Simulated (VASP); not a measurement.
```
CELL_PARAMETERS angstrom
     -2.57988     2.57988     2.57988
      2.57988    -2.57988     2.57988
      2.57988     2.57988    -2.57988
ATOMIC_POSITIONS crystal
  K  0.00000 0.00000 0.00000
```

Computed with PBE GGA with D3 dispersion (Becke-Johnson damping), VASP's PBE PAW potentials (set 64) (plane waves; VASP 6.6.1). Run with 520 eV cut-off, 10×10×10 Γ-centred mesh, first-order Methfessel-Paxton smearing of 0.10 eV, potentials K_sv.

Question: What does the run give for the energy per atom (σ→0), band gap (on the k-mesh) with the smallest direct gap where there is one?

Answer: 
```
Quantity                                                    Result
------------------------  ----------------------------------------
band gap (on the k-mesh)  none (metal, semimetal or under 0.01 eV)
energy per atom (σ→0)                               -1.161 eV/atom
```

Only differences to runs with the same potentials and settings are physical.

The compound is K in the bcc structure. It was relaxed first, which changed the volume by -7 %.
